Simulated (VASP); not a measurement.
Given:

```
CELL_PARAMETERS angstrom
      1.56152    -2.70463     0.00000
      1.56152     2.70463     0.00000
      0.00000     0.00000     4.93804
ATOMIC_POSITIONS crystal
  Hf 0.33333 0.66667 0.25000
  Hf 0.66667 0.33333 0.75000
```

All values below come from LDA (Ceperley-Alder, Perdew-Zunger), VASP's LDA PAW potentials (set 64) (plane waves; VASP 6.6.1). Settings: 520 eV cut-off, 15×15×8 Γ-centred mesh, tetrahedra with Blöchl corrections, potentials Hf_pv.

Unless said otherwise, spin-orbit coupling is left out, though it shifts the bands of the heavy elements here.

### Question
What does the run give for the energy per atom (σ→0), band gap (on the k-mesh) with the smallest direct gap where there is one?

### Answer

```yaml
band gap (on the k-mesh): none (metal, semimetal or under 0.01 eV)
energy per atom (σ→0): -10.695 eV/atom
```

The compound is Hf in the hcp structure. It was relaxed first, which changed the volume by -6 %.
